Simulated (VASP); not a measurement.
Here is the system:

```
CELL_PARAMETERS angstrom
      2.70273     0.00000     0.00000
     -1.35136     2.34063     0.00000
      0.00000     0.00000     4.65888
ATOMIC_POSITIONS crystal
  Al 0.00000 0.00000 0.00000
  Al 0.00000 0.00000 0.50000
  N  0.33333 0.66667 0.25000
  N  0.66667 0.33333 0.75000
```

Method: PBEsol GGA, VASP's PBE PAW potentials (set 64) (plane waves; VASP 6.6.1). Numerical set-up: 620 eV cut-off, 9×9×5 Γ-centred mesh, Gaussian smearing of 0.050 eV, potentials Al N.

Problem. What does the run give for the energy per atom (σ→0), pressure?

Solution. 
```
Property                        Value
---------------------  --------------
energy per atom (σ→0)  -7422 meV/atom
pressure                    45.30 GPa
```

The absolute energy has meaning only against runs of the same code, potentials and settings.

The structure was generated: AlN was put into the NiAs type type (P6_3/mmc), which need not be its known phase. It was relaxed first under an external pressure of 45 GPa.
